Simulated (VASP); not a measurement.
All values below come from LDA (Ceperley-Alder, Perdew-Zunger), VASP's LDA PAW potentials (set 64) (plane waves; VASP).

VASP ran on this input.

POSCAR:
```
CsPbCl3
1
    5.6365697777     0.0000000000     0.0000000000
    0.0000000000     5.6365697777     0.0000000000
    0.0000000000     0.0000000000     5.6365697777
Cs Pb Cl
1 1 3
Direct
  0.0000000000   0.0000000000   0.0000000000
  0.5000000000   0.5000000000   0.5000000000
  0.5000000000   0.0000000000   0.5000000000
  0.0000000000   0.5000000000   0.5000000000
  0.5000000000   0.5000000000   0.0000000000
```

### INCAR
```
! general
SYSTEM   =  CsPbCl3
PREC     =  Accurate
ENCUT    =  520
LREAL    =  .FALSE.
LASPH    =  .TRUE.

! electronic loop
EDIFF    =  1E-7
NELM     =  100
ALGO     =  Normal
LMAXMIX  =  4

! smearing
ISMEAR   =  0
SIGMA    =  0.05

! ions
ISIF     =  2

! output
LWAVE    =  .FALSE.
LCHARG   =  .FALSE.
```

**KPOINTS**
```
Regular mesh
0
gamma
4 4 4
0 0 0
```

POTCAR, in this order: Cs_sv Pb_d Cl (LDA.64 set). Program: vasp_std.

The resulting files:

OSZICAR:
```
       N       E                     dE             d eps       ncg     rms          rms(c)
DAV:   1     0.412329015755E+03    0.41233E+03   -0.19694E+04   520   0.154E+03
DAV:   2     0.339677811488E+02   -0.37836E+03   -0.36823E+03   634   0.347E+02
DAV:   3    -0.179845266976E+02   -0.51952E+02   -0.50592E+02   638   0.134E+02
DAV:   4    -0.201511730899E+02   -0.21666E+01   -0.21603E+01   720   0.337E+01
DAV:   5    -0.202054312333E+02   -0.54258E-01   -0.54188E-01   710   0.456E+00    0.513E+00
DAV:   6    -0.194214528334E+02    0.78398E+00   -0.17145E+00   708   0.140E+01    0.337E+00
DAV:   7    -0.193613673664E+02    0.60085E-01   -0.50175E-01   734   0.422E+00    0.166E+00
DAV:   8    -0.193557075947E+02    0.56598E-02   -0.63183E-02   716   0.197E+00    0.215E-01
DAV:   9    -0.193537647545E+02    0.19428E-02   -0.11598E-02   740   0.810E-01    0.109E-01
DAV:  10    -0.193538351317E+02   -0.70377E-04   -0.11160E-03   698   0.235E-01    0.232E-02
DAV:  11    -0.193538351685E+02   -0.36792E-07   -0.76075E-05   662   0.623E-02    0.712E-03
DAV:  12    -0.193538347067E+02    0.46176E-06   -0.20133E-05   700   0.358E-02    0.664E-03
DAV:  13    -0.193538340683E+02    0.63840E-06   -0.42186E-06   716   0.111E-02    0.138E-03
DAV:  14    -0.193538340353E+02    0.33065E-07   -0.50508E-07   588   0.567E-03
   1 F= -.19353834E+02 E0= -.19353834E+02  d E =-.439288E-16
```

OUTCAR:
```
------------------------ aborting loop because EDIFF is reached ----------------------------------------
  FORCE on cell =-STRESS in cart. coord.  units (eV):
  Direction    XX          YY          ZZ          XY          YZ          ZX
  --------------------------------------------------------------------------------------
  Total       -1.6738555     -1.6738555     -1.6738555     -0.0000000     -0.0000000      0.0000000
  in kB      -14.9755884    -14.9755884    -14.9755884     -0.0000000     -0.0000000      0.0000000
  external PRESSURE =     -14.9755884 kB  Pullay stress =       0.0000000 kB
  volume of cell :      179.08
      direct lattice vectors                 reciprocal lattice vectors
     5.636569778  0.000000000  0.000000000     0.177412866  0.000000000  0.000000000
     0.000000000  5.636569778  0.000000000     0.000000000  0.177412866  0.000000000
     0.000000000  0.000000000  5.636569778     0.000000000  0.000000000  0.177412866
 POSITION                                       TOTAL-FORCE (eV/Angst)
 -----------------------------------------------------------------------------------
      0.00000      0.00000      0.00000         0.000000      0.000000      0.000000
      2.81828      2.81828      2.81828         0.000000      0.000000      0.000000
      2.81828      0.00000      2.81828         0.000000      0.000000      0.000000
      0.00000      2.81828      2.81828         0.000000      0.000000      0.000000
      2.81828      2.81828      0.00000         0.000000      0.000000      0.000000
 -----------------------------------------------------------------------------------
    total drift:                                0.000000     -0.000000     -0.000000
  FREE ENERGIE OF THE ION-ELECTRON SYSTEM (eV)
  ---------------------------------------------------
  free  energy   TOTEN  =       -19.3538340353 eV

  energy  without entropy=      -19.3538340353  energy(sigma->0) =      -19.35383404
```
(Selected blocks of OUTCAR.)

File OUTCAR:
```
 val. band max:        1.3597480759   @ k =   0.5000   0.5000   0.5000

 cond. band min:       3.1381354114   @ k =   0.5000   0.5000   0.5000


 Fermi energy:         1.6333215607

 k-point     1 :       0.0000    0.0000    0.0000
  band No.  band energies     occupation
      1     -19.8251      2.00000
      2     -15.3526      2.00000
      3     -15.3526      2.00000
      4     -15.1269      2.00000
      5     -15.1269      2.00000
      6     -15.1269      2.00000
      7     -13.5481      2.00000
      8     -12.6944      2.00000
      9     -12.6944      2.00000
     10      -6.6268      2.00000
     11      -6.6268      2.00000
     12      -6.6268      2.00000
     13      -5.3261      2.00000
     14      -3.2015      2.00000
     15      -3.2015      2.00000
     16      -3.2015      2.00000
     17      -1.1286      2.00000
     18      -1.1286      2.00000
     19      -1.1286      2.00000
     20      -1.0247      2.00000
     21      -1.0247      2.00000
     22      -1.0247      2.00000
     23       4.4064      0.00000
     24       5.4889      0.00000
     25       5.4889      0.00000
     26       6.4458      0.00000

 k-point     2 :       0.2500    0.0000    0.0000
  band No.  band energies     occupation
      1     -19.8240      2.00000
      2     -15.3525      2.00000
      3     -15.3070      2.00000
      4     -15.1276      2.00000
      5     -15.1276      2.00000
      6     -15.1269      2.00000
      7     -13.4714      2.00000
      8     -12.8533      2.00000
      9     -12.6933      2.00000
     10      -6.6199      2.00000
     11      -6.6156      2.00000
     12      -6.6156      2.00000
     13      -5.8862      2.00000
     14      -3.1656      2.00000
     15      -3.1656      2.00000
     16      -2.1957      2.00000
     17      -1.1921      2.00000
     18      -1.1813      2.00000
     19      -1.1813      2.00000
     20      -1.0804      2.00000
     21      -1.0804      2.00000
     22      -0.9556      2.00000
...
```

Unless said otherwise, spin-orbit coupling is left out, though it shifts the bands of the heavy elements here.

The compound is CsPbCl3 in the cubic perovskite structure, the ideal cubic form; the compound distorts at low or room temperature. This cell is one point of a volume scan, at 1.06 of the reference volume.
